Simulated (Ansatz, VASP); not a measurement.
# Si11P4O32 (phosphorus-doped silica glass) in two plane-wave programs, part 2 of 2

Wanted: the spread between two codes on one cell, functional and k mesh. Of the first pair: The structure shown is the start of the Ansatz relaxation below; VASP solves that cell, so the two are compared at the walk's first step.

VASP 6.6.1 and Ansatz 0.2.0.

So far: The starting structure; Ansatz: relaxation, PBE.

## (3) VASP: single point, PBE, start cell, pair 1

Level of this step: PBE; plane waves and PAW (P, Si, O) (VASP).

The same cell, functional, mesh and smearing now go to VASP, with its own data sets.

Lines of VASP's logs that name or quote its potential files are left out, and so is its time.

File INCAR:

```
SYSTEM = Si11P4O32
PREC = Accurate
ENCUT = 520
EDIFF = 1E-06
NELM = 120
ISMEAR = -1
SIGMA = 0.05
LREAL = Auto
ALGO = Normal
GGA = PE
NBANDS = 160
LORBIT = 11
LWAVE = .FALSE.
LCHARG = .FALSE.
ISIF = 2
LASPH = .TRUE.
GGA_COMPAT = .FALSE.
EFERMI = MIDGAP
KPAR = 8
```

File POSCAR:

```
Si11P4O32
1.0
    8.6857730000      0.0000000000      0.0000000000
    0.0000000000      8.6857730000      0.0000000000
    0.0000000000      0.0000000000      8.6857730000
P Si O
4 11 32
Direct
    0.7050059908      0.6779829498      0.3669349867
    0.9317100504      0.6302270391      0.6242159449
    0.4376400350      0.5739479952      0.9456670120
    0.0231630507      0.1318060005      0.4996569678
    0.1058939717      0.6300930268      0.0939559438
    0.1233040513      0.9939209786      0.0668969820
    0.5970129544      0.3692910234      0.1993220408
    0.6215550418      0.8624120156      0.0710969536
    0.2291850132      0.5689979464      0.4427839641
    0.7777069468      0.3120840252      0.6954259569
    0.2809679691      0.0524180174      0.7410559774
    0.4379330429      0.3671069921      0.6428409999
    0.3989800332      0.0856539769      0.2657459503
    0.8108309992      0.1593739555      0.0125599644
    0.4382930569      0.8567320376      0.5231719733
    0.7737850160      0.2620560081      0.8675879510
    0.9567390260      0.0113040025      0.3961559898
    0.7274379609      0.2572779648      0.1471620315
    0.5304469735      0.7264430005      0.9700689852
    0.5994199941      0.7683029478      0.4759449735
    0.8491279936      0.6509820139      0.4619829461
    0.1427060090      0.0579210394      0.6095169653
    0.3441660287      0.2211169921      0.7254630071
    0.2722799686      0.5902509771      0.9907319705
    0.7241170130      0.9878139804      0.9927540128
    0.5092760310      0.4596769913      0.0592199451
    0.2240430414      0.0283250552      0.9146330442
    0.1570319648      0.5877329513      0.2816709578
    0.9723960090      0.5351479943      0.0429709595
    0.8481800065      0.4876459470      0.6920770322
    0.0948379609      0.5810729799      0.5806990351
    0.9822970276      0.1112640176      0.0388179613
    0.6074319465      0.3130070289      0.6197159424
    0.6462920456      0.5167520496      0.3143229739
    0.2213690134      0.0538799483      0.2099580544
    0.0839959783      0.2746490151      0.4280969581
    0.4537439558      0.5085660194      0.7846109955
    0.8952889973      0.2003099782      0.6024169639
    0.9329570321      0.7734610380      0.7147049549
    0.7004569426      0.7760999510      0.2160179641
    0.0846850361      0.8160730196      0.0827060528
    0.3986420092      0.9204229721      0.6938750299
    0.4967699478      0.9709170387      0.1598400050
    0.4682830187      0.2526110226      0.2617489543
    0.4356280092      0.0110570470      0.4308390284
    0.3229319947      0.7417360550      0.4526459533
    0.3652010017      0.4758380170      0.5116380546
```

File KPOINTS:

```
Automatic mesh
0
Gamma
2 2 2
0 0 0
```

Potentials, in the order of the species: P, Si and O (PBE family, release 64).

Command:

```console
$ mpirun -np 8 vasp_std
```

Numbers of over 12 decimals in the logs are rounded to 6 here.

The log of the run:

```text
[banner, memory and clock lines left out]
running    8 mpi-ranks, on    1 nodes
[...]
|                                                                             |
|           W    W    AA    RRRRR   N    N  II  N    N   GGGG   !!!           |
|           W    W   A  A   R    R  NN   N  II  NN   N  G    G  !!!           |
|           W    W  A    A  R    R  N N  N  II  N N  N  G       !!!           |
|           W WW W  AAAAAA  RRRRR   N  N N  II  N  N N  G  GGG   !            |
|           WW  WW  A    A  R   R   N   NN  II  N   NN  G    G                |
|           W    W  A    A  R    R  N    N  II  N    N   GGGG   !!!           |
|                                                                             |
|     For optimal performance we recommend to set                             |
|       NCORE = 2 up to number-of-cores-per-socket                            |
|     NCORE specifies how many cores store one orbital (NPAR=cpu/NCORE).      |
|     This setting can greatly improve the performance of VASP for DFT.       |
|     The default, NCORE=1 might be grossly inefficient on modern             |
|     multi-core architectures or massively parallel machines. Do your        |
|     Unfortunately you need to use the default for GW and RPA                |
|     calculations (for HF NCORE is supported but not extensively tested      |
|     yet).                                                                   |
|                                                                             |

 LDA part: xc-table for (Slater+PW92), standard interpolation
 POSCAR, INCAR and KPOINTS ok, starting setup
[...]
entering main loop
       N       E                     dE             d eps       ncg     rms          rms(c)
DAV:   1     0.181248476423E+04    0.18125E+04   -0.13435E+05  2560   0.147E+03
DAV:   2    -0.251312981785E+03   -0.20638E+04   -0.20127E+04  3120   0.349E+02
DAV:   3    -0.403199588077E+03   -0.15189E+03   -0.15103E+03  3040   0.102E+02
DAV:   4    -0.405880572820E+03   -0.26810E+01   -0.26720E+01  3104   0.142E+01
[...]
DAV:  16    -0.351277433128E+03    0.20149E-05   -0.43183E-05  3128   0.219E-02    0.198E-02
DAV:  17    -0.351277434133E+03   -0.10054E-05   -0.58002E-06  3024   0.947E-03    0.840E-03
DAV:  18    -0.351277434583E+03   -0.44959E-06   -0.14349E-06  1944   0.497E-03
   1 F= -.35127743E+03 E0= -.35127743E+03  d E =-.200845E-08
```

From OUTCAR (step 3):

```text
  Total       30.8495709      8.1154464     23.7941679     -4.0744501     -7.0669686     -4.7565260
  in kB       75.4282940     19.8425539     58.1775837     -9.9621749    -17.2789886    -11.6298745
  external PRESSURE =      51.1494772 kB  Pullay stress =       0.0000000 kB

 POSITION                                       TOTAL-FORCE (eV/Angst)
 -----------------------------------------------------------------------------------
      6.12352      5.88881      3.18711        -1.511532      0.953863     -1.120141
      8.09262      5.47401      5.42180         1.066510      1.406361      2.463756
      3.80124      4.98518      8.21385         0.249689      0.193547      1.104818
      0.20119      1.14484      4.33991        -0.125275     -0.330924     -3.504505
      0.91977      5.47284      0.81608         1.255588      0.699761      2.147627
      1.07099      8.63297      0.58105        -0.003954      0.630688     -0.000856
      5.18552      3.20758      1.73127        -0.624394      0.575391     -0.064804
      5.39869      7.49071      0.61753        -2.298323      1.389108      1.024618
      1.99065      4.94219      3.84592        -2.039389      3.718382      0.894955
      6.75499      2.71069      6.04031         2.598321     -0.598113     -2.204218
      2.44042      0.45529      6.43664        -3.446131     -0.200509     -0.496903
      3.80379      3.18861      5.58357        -2.697582     -0.357321      2.479990
      3.46545      0.74397      2.30821        -1.967513     -2.724941     -0.534453
      7.04269      1.38429      0.10909        -0.456263     -1.576033      0.773001
[...]
-----------------------------------------------------------------------------------
    total drift:                                0.008220      0.008159      0.008287

  FREE ENERGIE OF THE ION-ELECTRON SYSTEM (eV)
  ---------------------------------------------------
  free  energy   TOTEN  =      -351.2774345828 eV

  energy  without entropy=     -351.2774345808  energy(sigma->0) =     -351.27743458

[... 3 further parts left out ...]
[key lines of the parts left out:]
E-fermi :   4.0208
```

The run ends at a pressure of 5.11 GPa, with forces up to 4.9 eV/Å.

## (4) Side by side

Known differences besides the potentials themselves: the cutoff is 420 eV in Ansatz and 520 eV in VASP (PREC = Accurate, projectors in real space). Total energies have different zeros and are not compared.

Forces on 9 of the 47 atoms, those with the largest forces and the largest differences (eV/Å; atoms numbered as in POSCAR):

| atom | Ansatz x, y, z | VASP x, y, z |
| --- | --- | --- |
| P4 | -0.099, -0.352, -3.610 | -0.125, -0.331, -3.505 |
| Si9 | -2.050, 3.713, 0.854 | -2.039, 3.718, 0.895 |
| Si11 | -3.432, -0.199, -0.544 | -3.446, -0.201, -0.497 |
| Si12 | -2.685, -0.386, 2.481 | -2.698, -0.357, 2.480 |
| O22 | 1.396, -1.564, 2.216 | 1.284, -1.481, 2.127 |
| O23 | 2.321, 4.250, -0.805 | 2.335, 4.261, -0.822 |
| O29 | -2.378, -1.702, -1.032 | -2.521, -1.805, -1.089 |
| O38 | -3.693, 0.971, 3.101 | -3.535, 0.897, 2.986 |
| O47 | 2.268, -3.449, 0.785 | 2.250, -3.459, 0.789 |

The forces differ by 50 meV/Å r.m.s., which is 3.5 % of the r.m.s. force of 1.441 eV/Å (both taken over all components).

## (5) Ansatz: relaxation, PBE

This run makes the geometry at which the two programs are then compared. The cell compared in this pair holds 660.56 Å³, against 655.28 Å³ for the pair before.

The structure compared here is the end of the Ansatz relaxation.

File input.yaml:

```yaml
crystal:
  lattice:
    - [8.6857729983, 0.0, 0.0]
    - [0.0, 8.6857729983, 0.0]
    - [0.0, 0.0, 8.6857729983]
  atoms:
    - { symbol: P, position: [0.705006, 0.677983, 0.366935] }
    - { symbol: P, position: [0.93171, 0.630227, 0.624216] }
    - { symbol: P, position: [0.43764, 0.573948, 0.945667] }
    - { symbol: P, position: [0.023163, 0.131806, 0.499657] }
    - { symbol: Si, position: [0.105894, 0.630093, 0.093956] }
    - { symbol: Si, position: [0.123304, 0.993921, 0.066897] }
    - { symbol: Si, position: [0.597013, 0.369291, 0.199322] }
    - { symbol: Si, position: [0.621555, 0.862412, 0.071097] }
    - { symbol: Si, position: [0.229185, 0.568998, 0.442784] }
    - { symbol: Si, position: [0.777707, 0.312084, 0.695426] }
    - { symbol: Si, position: [0.280968, 0.052418, 0.741056] }
    - { symbol: Si, position: [0.437933, 0.367107, 0.642841] }
    - { symbol: Si, position: [0.39898, 0.085654, 0.265746] }
    - { symbol: Si, position: [0.810831, 0.159374, 0.01256] }
    - { symbol: Si, position: [0.438293, 0.856732, 0.523172] }
    - { symbol: O, position: [0.773785, 0.262056, 0.867588] }
    - { symbol: O, position: [0.956739, 0.011304, 0.396156] }
    - { symbol: O, position: [0.727438, 0.257278, 0.147162] }
    - { symbol: O, position: [0.530447, 0.726443, 0.970069] }
    - { symbol: O, position: [0.59942, 0.768303, 0.475945] }
    - { symbol: O, position: [0.849128, 0.650982, 0.461983] }
    - { symbol: O, position: [0.142706, 0.057921, 0.609517] }
    - { symbol: O, position: [0.344166, 0.221117, 0.725463] }
    - { symbol: O, position: [0.27228, 0.590251, 0.990732] }
    - { symbol: O, position: [0.724117, 0.987814, 0.992754] }
    - { symbol: O, position: [0.509276, 0.459677, 0.05922] }
    - { symbol: O, position: [0.224043, 0.028325, 0.914633] }
    - { symbol: O, position: [0.157032, 0.587733, 0.281671] }
    - { symbol: O, position: [0.972396, 0.535148, 0.042971] }
    - { symbol: O, position: [0.84818, 0.487646, 0.692077] }
    - { symbol: O, position: [0.094838, 0.581073, 0.580699] }
    - { symbol: O, position: [0.982297, 0.111264, 0.038818] }
    - { symbol: O, position: [0.607432, 0.313007, 0.619716] }
    - { symbol: O, position: [0.646292, 0.516752, 0.314323] }
    - { symbol: O, position: [0.221369, 0.05388, 0.209958] }
    - { symbol: O, position: [0.083996, 0.274649, 0.428097] }
    - { symbol: O, position: [0.453744, 0.508566, 0.784611] }
    - { symbol: O, position: [0.895289, 0.20031, 0.602417] }
    - { symbol: O, position: [0.932957, 0.773461, 0.714705] }
    - { symbol: O, position: [0.700457, 0.7761, 0.216018] }
    - { symbol: O, position: [0.084685, 0.816073, 0.082706] }
    - { symbol: O, position: [0.398642, 0.920423, 0.693875] }
    - { symbol: O, position: [0.49677, 0.970917, 0.15984] }
    - { symbol: O, position: [0.468283, 0.252611, 0.261749] }
    - { symbol: O, position: [0.435628, 0.011057, 0.430839] }
    - { symbol: O, position: [0.322932, 0.741736, 0.452646] }
    - { symbol: O, position: [0.365201, 0.475838, 0.511638] }
  symmetry: { detect: false }
kpoints:
  mp_grid: { grid: [2, 2, 2] }
scf:
  occupations: { method: fermi_dirac, width: 0.05 }
hamiltonian:
  xc: pbe
  pseudopotentials: { kind: paw, azcp: { folder: soft_1 } }
output:
  forces: true
  stress: true
relax:
  f_tol: 0.04
  max_steps: 100
  escape_saddle: false
  cell: { stress_tol: 0.4, fix: [] }
```

Command:

```console
$ ansatz run input.yaml --threads 4 --pin off --max-ram 16384MiB --backend cpu --events-out ev --progress --plain --runs-dir out
```

The log of the run:

```text
[...]
Crystal: 47 atoms, lattice volume = 655.278 Å³
Basis set: ecut = 420 eV, 12893 PW (Γ), exchange–correlation on 120×120×120 points (8 copies of the dense FFT grid, shifted against one another)
Bands: 175, of which v1, the nominal top of the filled ones, is band 128 counted from 1 (127 counted from 0)
Symmetry: 1 space group operations
k-points: 8
[...]
- { symbol: O, position: [0.841673, 0.662703, 0.439742] }
    - { symbol: O, position: [0.128287, 0.104876, 0.646359] }
    - { symbol: O, position: [0.380890, 0.199679, 0.767352] }
[...]
- { symbol: O, position: [0.482826, 0.252457, 0.268296] }
    - { symbol: O, position: [0.382502, 0.00419655, 0.407832] }
    - { symbol: O, position: [0.304424, 0.684597, 0.439579] }
    - { symbol: O, position: [0.327922, 0.408411, 0.539202] }
[key lines of the parts left out:]
SCF converged after 4 iterations
Free energy (F): -28211.322477 eV
Fermi energy:    5.304551 eV
P = ⅓ Tr σ = 0.0231 GPa (0.231 kbar)
```

## (6) VASP: single point, PBE, relaxed cell, pair 2

The same cell, functional, mesh and smearing now go to VASP, with its own data sets.

Edit INCAR of step 3 so:

```diff
@@ -2,3 +2,3 @@
 PREC = Accurate
-ENCUT = 520
+ENCUT = 600
 EDIFF = 1E-06
```

File POSCAR:

```
Si11P4O32
1.0
    9.0847210422      0.1263749331     -0.0786530590
    0.1263749331      8.1311778150     -0.0514599429
   -0.0786530590     -0.0514599429      8.9451685601
P Si O
4 11 32
Direct
    0.6894493542      0.6811382081      0.3643446361
    0.9161938033      0.6640010008      0.6169354517
    0.4559456314      0.5742915594      0.9645498097
    0.0256742173      0.1685560900      0.5095013256
    0.1334982909      0.6177725713      0.1102609831
    0.1369254455      0.9974306478      0.0600031401
    0.6103590717      0.3557768160      0.1971556794
    0.6238651182      0.8624760468      0.0712033170
    0.1882445882      0.5175245356      0.4537265710
    0.7765696261      0.3246479293      0.6929888573
    0.2723730165      0.0425590117      0.7435173792
    0.4310131475      0.3612945168      0.6790029723
    0.3916794616      0.0843350899      0.2448394773
    0.8194809460      0.1529110476      0.0074604185
    0.3972647961      0.8322341808      0.4973044814
    0.7809456310      0.2657622293      0.8641721048
    0.0140352543      0.0450469305      0.3886034079
    0.7568519076      0.2504780709      0.1578481194
    0.5651924915      0.7196760471      0.9531816034
    0.5796922984      0.7689328165      0.4690953744
    0.8416730784      0.6627028047      0.4397420107
    0.1282872802      0.1048763393      0.6463594010
    0.3808896864      0.1996786800      0.7673517561
    0.3274709931      0.6200849843      0.0609800095
    0.7296751803      0.9808301885      0.9872241761
    0.5504483782      0.4318752925      0.0364186885
    0.2237392541      0.9725511929      0.9018602865
    0.1464473721      0.5277174517      0.2741431760
    0.0406391677      0.5354500123      0.9857748581
    0.8443244594      0.5087501381      0.6833262112
    0.0784273189      0.6272552790      0.5778777134
    0.9886960732      0.1053582380      0.0257450623
    0.6045953978      0.3412165506      0.6358006073
    0.6366518654      0.5064915594      0.3202158984
    0.2365593372      0.1213993032      0.1640169768
    0.0721130556      0.3435801764      0.4720859194
    0.4189599410      0.5210941159      0.8031111552
    0.8668773473      0.1963569493      0.5862815962
    0.8785169601      0.8183834247      0.6942457222
    0.7126024465      0.7726376215      0.2156051835
    0.1159145487      0.8211753732      0.1359097434
    0.3719845014      0.8905307932      0.6693935840
    0.4827249126      0.9552598215      0.1378539261
    0.4828261289      0.2524568340      0.2682957072
    0.3825024724      0.0041965451      0.4078323192
    0.3044239747      0.6845971169      0.4395792171
    0.3279217714      0.4084108676      0.5392019850
```

KPOINTS is that of step 3.

Command:

```console
$ mpirun -np 8 vasp_std
```

The log of the run:

```text
[banner, memory and clock lines left out]
running    8 mpi-ranks, on    1 nodes
[...]
[... a notice as in an earlier step ...]

 LDA part: xc-table for (Slater+PW92), standard interpolation
 POSCAR, INCAR and KPOINTS ok, starting setup
[...]
entering main loop
       N       E                     dE             d eps       ncg     rms          rms(c)
DAV:   1     0.191652877096E+04    0.19165E+04   -0.14394E+05  2560   0.164E+03
DAV:   2    -0.239889902229E+03   -0.21564E+04   -0.21011E+04  3112   0.362E+02
DAV:   3    -0.403524974775E+03   -0.16364E+03   -0.16274E+03  3040   0.106E+02
DAV:   4    -0.406545481695E+03   -0.30205E+01   -0.30092E+01  3144   0.150E+01
[...]
DAV:  16    -0.356359601509E+03    0.11322E-04   -0.55653E-05  3072   0.262E-02    0.202E-02
DAV:  17    -0.356359603404E+03   -0.18941E-05   -0.16757E-05  3136   0.134E-02    0.885E-03
DAV:  18    -0.356359603754E+03   -0.35045E-06   -0.22773E-06  2072   0.585E-03
   1 F= -.35635960E+03 E0= -.35635960E+03  d E =-.637217E-12
```

From OUTCAR (step 6):

```text
  Total       -1.7957750     -1.7098910     -1.7955190      0.1339862      0.0719087      0.1338644
  in kB       -4.3556307     -4.1473200     -4.3550095      0.3249818      0.1744138      0.3246864
  external PRESSURE =      -4.2859867 kB  Pullay stress =       0.0000000 kB

 POSITION                                       TOTAL-FORCE (eV/Angst)
 -----------------------------------------------------------------------------------
      6.32088      5.60684      3.16985         0.032195     -0.011068     -0.007943
      8.35875      5.48315      5.41236         0.017015     -0.020308     -0.014253
      4.13885      4.67765      8.56265        -0.020814     -0.015369     -0.047870
      0.21447      1.34759      4.54688        -0.025071     -0.005741      0.048222
      1.28219      5.03442      0.94401         0.088171      0.068241      0.130827
      1.36526      8.12450      0.47464        -0.035693      0.058976     -0.012403
      5.57440      2.95987      1.69728        -0.011877      0.027138      0.044094
      5.77104      7.08812      0.54347         0.026547      0.003273     -0.024121
      1.73986      4.20852      4.01722         0.019183     -0.012562      0.021901
      7.04144      2.70225      6.12112        -0.011502      0.020723      0.029418
      2.42133      0.34221      6.62728         0.001312     -0.016013      0.019093
      3.90789      2.95728      6.02130         0.011767      0.038899     -0.006774
      3.54970      0.72264      2.15498         0.009497      0.028926      0.038188
      7.46349      1.34652     -0.00559         0.029302      0.019553     -0.029343
[...]
-----------------------------------------------------------------------------------
    total drift:                                0.006616      0.005426     -0.015309

  FREE ENERGIE OF THE ION-ELECTRON SYSTEM (eV)
  ---------------------------------------------------
  free  energy   TOTEN  =      -356.3596037540 eV

  energy  without entropy=     -356.3596037540  energy(sigma->0) =     -356.35960375

[... 1 part as in an earlier step ...]

[... 2 further parts left out ...]
[key lines of the parts left out:]
E-fermi :   3.8948
```

The run ends at a pressure of -0.43 GPa, with forces up to 0.17 eV/Å.

## (7) Side by side

What differs besides the data sets and the points named for the pairs above, as far as they apply: the cutoff is 420 eV in Ansatz and 600 eV in VASP (PREC = Accurate, projectors in real space); Ansatz's pressure holds a Pulay correction, VASP's none. Total energies have different zeros and are not compared.

Both answers:

| quantity | Ansatz | VASP | difference |
| --- | --- | --- | --- |
| pressure (GPa) | 0.02 | -0.43 | +0.45 |
| gap on the k mesh (eV) | 2.955 | 2.923 | +0.032 |

Forces on 7 of the 47 atoms, those with the largest forces and the largest differences (eV/Å; atoms numbered as in POSCAR):

| atom | Ansatz x, y, z | VASP x, y, z |
| --- | --- | --- |
| Si5 | -0.010, 0.003, 0.001 | 0.088, 0.068, 0.131 |
| O22 | -0.002, 0.012, 0.007 | -0.060, 0.059, -0.092 |
| O24 | 0.019, -0.012, -0.012 | 0.077, -0.049, -0.083 |
| O29 | 0.011, 0.003, 0.013 | -0.077, -0.071, -0.114 |
| O30 | -0.006, -0.004, 0.002 | 0.048, 0.084, -0.078 |
| O37 | 0.004, 0.014, 0.012 | 0.045, 0.012, 0.122 |
| O38 | 0.009, 0.011, -0.012 | 0.138, 0.008, -0.065 |

The forces differ by 45 meV/Å r.m.s., where the r.m.s. force is 0.009 eV/Å in Ansatz and 0.045 eV/Å in VASP: the atoms lie near their places of rest in Ansatz, so a percentage would say little (all taken over all components). A gap on the mesh is an upper bound, since the band edges may lie between its points.

## (8) Summary of results

| Item | Value |
| --- | --- |
| r.m.s. force difference (single point, PBE, start cell, pair 1) | 3.5 % of the r.m.s. force |
| r.m.s. force difference (single point, PBE, relaxed cell, pair 2) | 45 meV/Å |

**Reading.** The r.m.s. force difference is 45 meV/Å (single point, PBE, relaxed cell, pair 2), beyond the 12 meV/Å picked in this series as the mark of a large difference. What causes the difference of the single point, PBE, start cell, pair 1 pair stays open here. What causes the difference of the single point, PBE, relaxed cell, pair 2 pair stays open here. Such differences can come from data sets, numerical settings and the points named under the comparisons, not from the functional's error against experiment.

[Lines on the potential files, build, host, timing and source positions are cut from VASP's logs without a mark.]

[Logs are printed without paths, hosts, clocks, repeated set-up lines and the standing remarks that a program may print on its own settings, such as how far it seeks lower states.]

[Hosts, paths, dates, database ids (printed as entryN), source tags and the programs' standing remarks are cut or masked in the printed files.]
